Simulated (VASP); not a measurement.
# Nb: structure and properties in VASP, part 3 of 4

What structure does Nb take at this level, and what are its properties? Left out of this account: 2 further runs (phonons: it ended without a result to show; core levels: core levels are not valid at this level). The start is a cell from a database of measured crystal structures.

VASP 6.6.1; r2SCAN; plane waves and PAW (Nb_sv).

Still holding for the runs below: This run has no spin polarisation. Its electron count is odd, so without a moment it is a metal by construction.

So far. Step 4 (Density, ELF and potential (r2SCAN)): In this run the pressure is -0.04 GPa, small enough to go on. Step 5 (Bands along the symmetry lines (r2SCAN)): There is no gap at this level.

The database entry behind the starting cell differs from later determinations by our own check (about 0.8 % long, hydrogen-cycled sample), so it need not match the best structure at ambient conditions.

**6. Density of states (r2SCAN)**

A density of states needs more k-points than a total energy; ISMEAR = -5 takes tetrahedra, and LORBIT projects the states on the PAW spheres. The mesh is finer than in the run before.

Contents of INCAR:

```
SYSTEM = Nb
PREC = Accurate
ENCUT = 400
EDIFF = 1E-06
NELM = 100
ISMEAR = -5
SIGMA = 0.2
LREAL = .FALSE.
ALGO = Normal
METAGGA = R2SCAN
LASPH = .TRUE.
NBANDS = 17
LORBIT = 11
LWAVE = .FALSE.
LCHARG = .FALSE.
KPAR = 2
NEDOS = 2001
```

Contents of POSCAR:

```
Nb
1.0
   -1.6508760513      1.6508760513      1.6508760513
    1.6508760513     -1.6508760513      1.6508760513
    1.6508760513      1.6508760513     -1.6508760513
Nb
1
Direct
    0.0000000000      0.0000000000      0.0000000000
```

Contents of KPOINTS:

```
Automatic mesh
0
Gamma
12 12 12
0 0 0
```

PAW data sets: Nb_sv (PBE family, release 64).

Launch:

```bash
$ mpirun -np 2 vasp_std
```

The log of the run:

```text
[... set-up lines as in an earlier step ...]
 entering main loop
       N       E                     dE             d eps       ncg     rms          rms(c)
DAV:   1     0.828560470596E+02    0.82856E+02   -0.59357E+03  2464   0.644E+02
DAV:   2    -0.284148090712E+02   -0.11127E+03   -0.10547E+03  2804   0.258E+02
DAV:   3    -0.314875835693E+02   -0.30728E+01   -0.29997E+01  3575   0.408E+01
DAV:   4    -0.315927043830E+02   -0.10512E+00   -0.10496E+00  3090   0.659E+00
DAV:   5    -0.315957883048E+02   -0.30839E-02   -0.30836E-02  3552   0.981E-01    0.107E+01
DAV:   6    -0.248344733410E+02    0.67613E+01   -0.23537E+00  3666   0.154E+01    0.152E+00
DAV:   7    -0.248362521668E+02   -0.17788E-02   -0.87105E-02  3293   0.295E+00    0.884E-01
DAV:   8    -0.248484748937E+02   -0.12223E-01   -0.26703E-02  3689   0.155E+00    0.628E-01
DAV:   9    -0.248521908148E+02   -0.37159E-02   -0.71893E-03  2624   0.767E-01    0.187E-01
DAV:  10    -0.248519961437E+02    0.19467E-03   -0.89114E-04  3682   0.355E-01    0.445E-02
DAV:  11    -0.248519723093E+02    0.23834E-04   -0.37569E-05  3425   0.576E-02    0.124E-02
DAV:  12    -0.248519691392E+02    0.31701E-05   -0.63783E-06  4141   0.153E-02    0.128E-02
DAV:  13    -0.248519684633E+02    0.67592E-06   -0.28933E-07  1781   0.560E-03
   1 F= -.24851968E+02 E0= -.24851968E+02  d E =0.000000E+00
 -----------------------------------------------------------------------------
|                                                                             |
|           W    W    AA    RRRRR   N    N  II  N    N   GGGG   !!!           |
|           W    W   A  A   R    R  NN   N  II  NN   N  G    G  !!!           |
|           W    W  A    A  R    R  N N  N  II  N N  N  G       !!!           |
|           W WW W  AAAAAA  RRRRR   N  N N  II  N  N N  G  GGG   !            |
|           WW  WW  A    A  R   R   N   NN  II  N   NN  G    G                |
|           W    W  A    A  R    R  N    N  II  N    N   GGGG   !!!           |
|                                                                             |
|     Tetrahedron method does not include variations of the Fermi             |
|     occupations, so forces and stress will be inaccurate. We suggest        |
|     using a different smearing scheme ISMEAR = 1 or 2 for metals in         |
|     relaxations.                                                            |
|                                                                             |
 -----------------------------------------------------------------------------
```

It took 36 s on 2 MPI ranks of Intel Xeon Platinum 8259CL at 2.50GHz (Skylake/Cascade Lake), shared host; peak memory 0.25 GiB; 70 s of CPU time.

OUTCAR, selected parts (step 6):

```text
   k-points           NKPTS =     72   k-points in BZ     NKDIM =     72   number of bands    NBANDS=     17

   NELECT =      13.0000    total number of electrons

 E-fermi :  11.1519

 k-point     1 :       0.0000    0.0000    0.0000
  band No.  band energies     occupation
      1     -44.9968      2.00000
      2     -19.5380      2.00000
      3     -19.5380      2.00000
      4     -19.5380      2.00000
      5       4.8760      2.00000
      6      11.5958      0.00000
      7      11.5958      0.00000
      8      11.5958      0.00000
      9      14.7214      0.00000
     10      14.7214      0.00000
    ...

  Total       -0.0564565     -0.0564565     -0.0564565     -0.0000000     -0.0000000      0.0000000
  in kB       -5.0259824     -5.0259824     -5.0259824     -0.0000000     -0.0000000      0.0000000
  external PRESSURE =      -5.0259824 kB  Pullay stress =       0.0000000 kB

 POSITION                                       TOTAL-FORCE (eV/Angst)
 -----------------------------------------------------------------------------------
      0.00000      0.00000      0.00000        -0.000000      0.000000      0.000000
 -----------------------------------------------------------------------------------
    total drift:                                0.000000      0.000000      0.000000

  FREE ENERGIE OF THE ION-ELECTRON SYSTEM (eV)
  ---------------------------------------------------
  free  energy   TOTEN  =       -24.8519684633 eV

  energy  without entropy=      -24.8519684633  energy(sigma->0) =      -24.85196846

[... 6 parts as in an earlier step ...]

[... 10 further parts left out ...]
```

With tetrahedra the forces and stress of a metal are not exact derivatives of the energy.

Numbers from this step:

* irreducible k-points: 72
* free energy (TOTEN): -24.85 eV
* Fermi energy: 11.15 eV
* pressure: -0.5026 GPa
* DOS at the Fermi level: 1.656 states/eV/cell

The density of states has structure finer than the step of the table below, so its rows give means over 0.5 eV, whole bins alone (the curve runs from -12.0 to 7.89 eV). Peaks (eV: height): total -2.50: 1.53, -1.48: 2.51, -0.15: 2.18, 4.43: 2.87; Nb d -2.50: 0.724, -1.48: 1.53, -0.15: 1.22, 4.32: 2.43; Nb p -2.50: 0.0489, -1.48: 0.0771, -0.15: 0.119, 4.43: 0.035; Nb s -3.62: 0.116, -0.15: 0.0282, 4.43: 0.0304.

States under -12.0 eV and over 7.9 eV are left out. Density of states against energy, zero at the Fermi level; means over each step; values in states/eV/cell:

```
energy (eV)   total     Nb d     Nb p     Nb s
       -7.0       0        0        0        0
       -6.5  6.4e-5        0        0   1.9e-5
       -6.0  0.0229   1.2e-5   2.8e-4  0.00696
       -5.5  0.0599   5.5e-4  0.00138   0.0176
       -5.0  0.0915  0.00220  0.00308   0.0254
       -4.5   0.136  0.00718  0.00570   0.0348
       -4.0   0.264   0.0465   0.0101   0.0517
       -3.5   0.926    0.331   0.0233    0.104
       -3.0    1.27    0.534   0.0360   0.0954
       -2.5    1.28    0.599   0.0400   0.0645
       -2.0   0.526    0.269   0.0204   0.0132
       -1.5    1.90     1.17   0.0561  0.00507
       -1.0    1.13    0.704   0.0313  0.00604
       -0.5    1.40    0.765   0.0787   0.0179
        0.0    1.69    0.959   0.0923   0.0202
        0.5   0.635    0.322   0.0489  0.00866
        1.0   0.406    0.216   0.0303  0.00443
        1.5   0.428    0.271   0.0206  0.00227
        2.0   0.673    0.487   0.0135  0.00578
        2.5    1.00    0.757   0.0146  0.00792
        3.0    1.24    0.970   0.0146  0.00769
        3.5    1.26     1.03   0.0106  0.00703
        4.0    1.46     1.23   0.0107  0.00773
        4.5    1.92     1.61   0.0260   0.0214
        5.0   0.816    0.647   0.0217   0.0163
        5.5   0.683    0.542   0.0201   0.0142
        6.0   0.400    0.295   0.0184   0.0123
        6.5   0.340    0.234   0.0216   0.0113
        7.0   0.358    0.233   0.0280   0.0110
        7.5   0.322    0.192   0.0313   0.0103
```

The finer mesh and the other smearing move the Fermi level by +0.15 eV from the 8×8×8 run, one measure of the sampling error in the zero of the bands above. Of the states within 0.3 eV of the Fermi level, the largest shares in the PAW spheres are Nb d 57 % and Nb p 5 %. The rest lies in smaller channels or between the spheres.

**7. Volume scan with r2SCAN**

An equation of state needs energies on both sides of the minimum, all on one mesh and cutoff.

Contents of INCAR:

```
SYSTEM = Nb
PREC = Accurate
ENCUT = 400
EDIFF = 1E-06
NELM = 100
ISMEAR = 1
SIGMA = 0.2
LREAL = .FALSE.
ALGO = Normal
METAGGA = R2SCAN
LASPH = .TRUE.
NBANDS = 12
LORBIT = 11
LWAVE = .FALSE.
LCHARG = .FALSE.
KPAR = 2
ISIF = 2
```

Contents of POSCAR:

```
Nb
1.0
   -1.6171752471      1.6171752471      1.6171752471
    1.6171752471     -1.6171752471      1.6171752471
    1.6171752471      1.6171752471     -1.6171752471
Nb
1
Direct
    0.0000000000      0.0000000000      0.0000000000
```

Contents of KPOINTS:

```
Automatic mesh
0
Gamma
8 8 8
0 0 0
```

Launch:

```bash
$ mpirun -np 2 vasp_std
```

The log of the run:

```text
[... set-up lines as in an earlier step ...]
 entering main loop
       N       E                     dE             d eps       ncg     rms          rms(c)
DAV:   1     0.770168463584E+02    0.77017E+02   -0.63600E+03   720   0.914E+02
DAV:   2    -0.276550936600E+02   -0.10467E+03   -0.10077E+03   804   0.346E+02
DAV:   3    -0.313988198788E+02   -0.37437E+01   -0.35495E+01  1032   0.548E+01
DAV:   4    -0.315715311634E+02   -0.17271E+00   -0.17225E+00   924   0.116E+01
DAV:   5    -0.315765877032E+02   -0.50565E-02   -0.50560E-02  1024   0.170E+00    0.117E+01
DAV:   6    -0.248104284224E+02    0.67662E+01   -0.29454E+00   900   0.217E+01    0.162E+00
DAV:   7    -0.248137278761E+02   -0.32995E-02   -0.12650E-01  1036   0.433E+00    0.861E-01
DAV:   8    -0.248251795560E+02   -0.11452E-01   -0.32182E-02  1104   0.211E+00    0.660E-01
DAV:   9    -0.248290850744E+02   -0.39055E-02   -0.69564E-03   864   0.986E-01    0.173E-01
DAV:  10    -0.248289310156E+02    0.15406E-03   -0.12905E-03  1096   0.483E-01    0.461E-02
DAV:  11    -0.248289136466E+02    0.17369E-04   -0.62689E-05  1048   0.887E-02    0.515E-03
DAV:  12    -0.248289111837E+02    0.24629E-05   -0.32150E-06   888   0.223E-02    0.107E-02
DAV:  13    -0.248289115014E+02   -0.31763E-06   -0.40011E-07   472   0.994E-03
   1 F= -.24828912E+02 E0= -.24830211E+02  d E =0.389765E-02
```

Run time: 12 s. Hardware: 2 MPI ranks; peak memory 0.21 GiB.

Parts of OUTCAR (step 7):

```text
   ENCUT  =  400.0 eV  29.40 Ry    5.42 a.u.   4.57  4.57  4.57*2*pi/ulx,y,z

   NELECT =      13.0000    total number of electrons

 E-fermi :  11.8762

 k-point     1 :       0.0000    0.0000    0.0000
  band No.  band energies     occupation
      1     -44.0734      2.00000
      2     -18.4570      2.00000
      3     -18.4570      2.00000
      4     -18.4570      2.00000
      5       5.6725      2.00000
      6      12.4481     -0.00040
      7      12.4481     -0.00040
      8      12.4482     -0.00040
      9      15.7716     -0.00000
     10      15.7716     -0.00000
    ...

  Total        1.3448733      1.3448733      1.3448733     -0.0000000     -0.0000000     -0.0000000
  in kB      127.3681113    127.3681113    127.3681113     -0.0000000     -0.0000000     -0.0000000
  external PRESSURE =     127.3681113 kB  Pullay stress =       0.0000000 kB

 POSITION                                       TOTAL-FORCE (eV/Angst)
 -----------------------------------------------------------------------------------
      0.00000      0.00000      0.00000         0.000000      0.000000      0.000000
 -----------------------------------------------------------------------------------
    total drift:                                0.000000      0.000000      0.000000

  FREE ENERGIE OF THE ION-ELECTRON SYSTEM (eV)
  ---------------------------------------------------
  free  energy   TOTEN  =       -24.8289115014 eV

  energy  without entropy=      -24.8328091470  energy(sigma->0) =      -24.83021072

[... 3 parts as in an earlier step ...]

[... 13 further parts left out ...]
```

The scan keeps the cell's shape and the fractional positions fixed.

Numbers from this step:

* bands: 12
* irreducible k-points: 29
* free energy (TOTEN): -24.83 eV
* energy at zero smearing: -24.83 eV
* Fermi energy: 11.88 eV
* pressure: 12.74 GPa

The pressure here is 12.74 GPa.

**8. Volume scan with r2SCAN (run 2)**

INCAR is that of step 7.

Contents of POSCAR:

```
Nb
1.0
   -1.6285641804      1.6285641804      1.6285641804
    1.6285641804     -1.6285641804      1.6285641804
    1.6285641804      1.6285641804     -1.6285641804
Nb
1
Direct
    0.0000000000      0.0000000000      0.0000000000
```

KPOINTS is that of step 7.

Launch:

```bash
$ mpirun -np 2 vasp_std
```

The log of the run:

```text
[... set-up lines as in an earlier step ...]
 entering main loop
       N       E                     dE             d eps       ncg     rms          rms(c)
DAV:   1     0.751145829635E+02    0.75115E+02   -0.65949E+03   712   0.928E+02
DAV:   2    -0.276386814643E+02   -0.10275E+03   -0.99502E+02   796   0.340E+02
DAV:   3    -0.313869782864E+02   -0.37483E+01   -0.35818E+01  1032   0.566E+01
DAV:   4    -0.315996451388E+02   -0.21267E+00   -0.21205E+00   952   0.112E+01
DAV:   5    -0.316032168779E+02   -0.35717E-02   -0.35685E-02   972   0.130E+00    0.113E+01
DAV:   6    -0.248364443658E+02    0.67668E+01   -0.29732E+00   904   0.217E+01    0.159E+00
DAV:   7    -0.248382647961E+02   -0.18204E-02   -0.12909E-01  1036   0.434E+00    0.884E-01
DAV:   8    -0.248498105219E+02   -0.11546E-01   -0.32053E-02  1072   0.210E+00    0.659E-01
DAV:   9    -0.248536998888E+02   -0.38894E-02   -0.68370E-03   864   0.972E-01    0.152E-01
DAV:  10    -0.248535910697E+02    0.10882E-03   -0.11275E-03  1104   0.449E-01    0.443E-02
DAV:  11    -0.248535749533E+02    0.16116E-04   -0.64453E-05  1068   0.912E-02    0.565E-03
DAV:  12    -0.248535721808E+02    0.27725E-05   -0.36163E-06   912   0.245E-02    0.109E-02
DAV:  13    -0.248535724601E+02   -0.27929E-06   -0.36881E-07   464   0.946E-03
   1 F= -.24853572E+02 E0= -.24854935E+02  d E =0.408868E-02
```

The job ended after 12 s (2 MPI ranks; peak memory 0.21 GiB).

Parts of OUTCAR (step 8):

```text
   ENCUT  =  400.0 eV  29.40 Ry    5.42 a.u.   4.60  4.60  4.60*2*pi/ulx,y,z

   NELECT =      13.0000    total number of electrons

 E-fermi :  11.5689

 k-point     1 :       0.0000    0.0000    0.0000
  band No.  band energies     occupation
      1     -44.4003      2.00000
      2     -18.8405      2.00000
      3     -18.8405      2.00000
      4     -18.8405      2.00000
      5       5.3918      2.00000
      6      12.1511     -0.00030
      7      12.1511     -0.00030
      8      12.1511     -0.00030
      9      15.4017     -0.00000
     10      15.4017     -0.00000
    ...

  Total        0.8687626      0.8687626      0.8687626      0.0000000      0.0000000     -0.0000000
  in kB       80.5632669     80.5632669     80.5632669      0.0000000      0.0000000     -0.0000000
  external PRESSURE =      80.5632669 kB  Pullay stress =       0.0000000 kB

 POSITION                                       TOTAL-FORCE (eV/Angst)
 -----------------------------------------------------------------------------------
      0.00000      0.00000      0.00000         0.000000     -0.000000     -0.000000
 -----------------------------------------------------------------------------------
    total drift:                                0.000000     -0.000000      0.000000

  FREE ENERGIE OF THE ION-ELECTRON SYSTEM (eV)
  ---------------------------------------------------
  free  energy   TOTEN  =       -24.8535724601 eV

  energy  without entropy=      -24.8576611387  energy(sigma->0) =      -24.85493535

[... 5 parts as in an earlier step ...]

[... 11 further parts left out ...]
```

This step gave:

```
free energy (TOTEN)     : -24.85 eV
energy at zero smearing : -24.85 eV
Fermi energy            : 11.57 eV
pressure                : 8.056 GPa
```

The pressure falls from 12.74 to 8.06 GPa.

The run ends at a pressure of 8.06 GPa.

**9. Volume scan with r2SCAN (run 3)**

INCAR is that of step 8.

Contents of POSCAR:

```
Nb
1.0
   -1.6397960124      1.6397960124      1.6397960124
    1.6397960124     -1.6397960124      1.6397960124
    1.6397960124      1.6397960124     -1.6397960124
Nb
1
Direct
    0.0000000000      0.0000000000      0.0000000000
```

KPOINTS is that of step 8.

Launch:

```bash
$ mpirun -np 2 vasp_std
```

The log of the run:

```text
[... set-up lines as in an earlier step ...]
 entering main loop
       N       E                     dE             d eps       ncg     rms          rms(c)
DAV:   1     0.780722852445E+02    0.78072E+02   -0.64526E+03   696   0.908E+02
DAV:   2    -0.279047213895E+02   -0.10598E+03   -0.10229E+03   824   0.348E+02
DAV:   3    -0.314670448351E+02   -0.35623E+01   -0.34723E+01  1020   0.546E+01
DAV:   4    -0.316162405531E+02   -0.14920E+00   -0.14817E+00   952   0.103E+01
[...]
DAV:  11    -0.248681008289E+02    0.12489E-04   -0.53923E-05  1020   0.840E-02    0.993E-03
DAV:  12    -0.248680968859E+02    0.39430E-05   -0.56894E-06   992   0.313E-02    0.110E-02
DAV:  13    -0.248680970570E+02   -0.17109E-06   -0.37477E-07   460   0.941E-03
   1 F= -.24868097E+02 E0= -.24869481E+02  d E =0.415262E-02
```

It took 13 s on 2 MPI ranks; peak memory 0.24 GiB; 25 s of CPU time.

From OUTCAR (step 9):

```text
  Total        0.4211496      0.4211496      0.4211496     -0.0000000     -0.0000000      0.0000000
  in kB       38.2575850     38.2575850     38.2575850     -0.0000000     -0.0000000      0.0000000
  external PRESSURE =      38.2575850 kB  Pullay stress =       0.0000000 kB

  FREE ENERGIE OF THE ION-ELECTRON SYSTEM (eV)
  ---------------------------------------------------
  free  energy   TOTEN  =       -24.8680970570 eV

  energy  without entropy=      -24.8722496802  energy(sigma->0) =      -24.86948126

[... 2 parts as in an earlier step ...]

[... 2 further parts left out ...]
[key lines of the parts left out:]
E-fermi :  11.2777
```

The pressure falls from 8.06 to 3.83 GPa.

The run ends at a pressure of 3.83 GPa.

**10. Volume scan with r2SCAN (run 4)**

INCAR is that of step 9.

Contents of POSCAR:

```
Nb
1.0
   -1.6508760513      1.6508760513      1.6508760513
    1.6508760513     -1.6508760513      1.6508760513
    1.6508760513      1.6508760513     -1.6508760513
Nb
1
Direct
    0.0000000000      0.0000000000      0.0000000000
```

KPOINTS is that of step 9.

Launch:

```bash
$ mpirun -np 2 vasp_std
```

The log of the run:

```text
[... set-up lines as in an earlier step ...]
 entering main loop
       N       E                     dE             d eps       ncg     rms          rms(c)
[... 13 cycles as in an earlier step ...]
   1 F= -.24873591E+02 E0= -.24874997E+02  d E =0.421768E-02
```

It took 13 s on 2 MPI ranks; peak memory 0.23 GiB; 25 s of CPU time.

Parts of OUTCAR (step 10):

```text
[... 6 parts as in an earlier step ...]

[... 1 further part left out ...]
[key lines of the parts left out:]
E-fermi :  11.0010
```

The pressure falls from 3.83 to -0.04 GPa.

The run ends at a pressure of -0.04 GPa.

**11. Volume scan with r2SCAN (run 5)**

INCAR is that of step 10.

Contents of POSCAR:

```
Nb
1.0
   -1.6618093239      1.6618093239      1.6618093239
    1.6618093239     -1.6618093239      1.6618093239
    1.6618093239      1.6618093239     -1.6618093239
Nb
1
Direct
    0.0000000000      0.0000000000      0.0000000000
```

KPOINTS is that of step 10.

Launch:

```bash
$ mpirun -np 2 vasp_std
```

The log of the run:

```text
[... set-up lines as in an earlier step ...]
 entering main loop
       N       E                     dE             d eps       ncg     rms          rms(c)
DAV:   1     0.783707727842E+02    0.78371E+02   -0.66141E+03   712   0.911E+02
DAV:   2    -0.279146355527E+02   -0.10629E+03   -0.10238E+03   828   0.342E+02
DAV:   3    -0.314743242602E+02   -0.35597E+01   -0.34739E+01  1004   0.555E+01
DAV:   4    -0.316226839797E+02   -0.14836E+00   -0.14804E+00   976   0.971E+00
[...]
DAV:  11    -0.248705091178E+02    0.17301E-04   -0.69443E-05  1028   0.950E-02    0.676E-03
DAV:  12    -0.248705072880E+02    0.18299E-05   -0.26776E-06   888   0.159E-02    0.101E-02
DAV:  13    -0.248705073747E+02   -0.86787E-07   -0.51203E-07   448   0.998E-03
   1 F= -.24870507E+02 E0= -.24871937E+02  d E =0.428769E-02
```

The job ended after 13 s (2 MPI ranks; peak memory 0.24 GiB; 24 s of CPU time).

Parts of OUTCAR (step 11):

```text
  Total       -0.4087623     -0.4087623     -0.4087623      0.0000000      0.0000000      0.0000000
  in kB      -35.6761379    -35.6761379    -35.6761379      0.0000000      0.0000000      0.0000000
  external PRESSURE =     -35.6761379 kB  Pullay stress =       0.0000000 kB

  FREE ENERGIE OF THE ION-ELECTRON SYSTEM (eV)
  ---------------------------------------------------
  free  energy   TOTEN  =       -24.8705073747 eV

  energy  without entropy=      -24.8747950626  energy(sigma->0) =      -24.87193660

[... 2 parts as in an earlier step ...]

[... 2 further parts left out ...]
[key lines of the parts left out:]
E-fermi :  10.7378
```

The pressure falls from -0.04 to -3.57 GPa.

The run ends at a pressure of -3.57 GPa.

[end of part 3 of 4]

[Lines on the potential files, build, host, timing and source positions are cut from VASP's logs without a mark.]

[Logs are printed without paths, hosts, clocks, repeated set-up lines and the standing remarks that a program may print on its own settings, such as how far it seeks lower states.]

[Hosts, paths, dates, database ids (printed as entryN), source tags and the programs' standing remarks are cut or masked in the printed files.]

[A measured line is paired with the nearest computed mode of its activity, which favours agreement.]
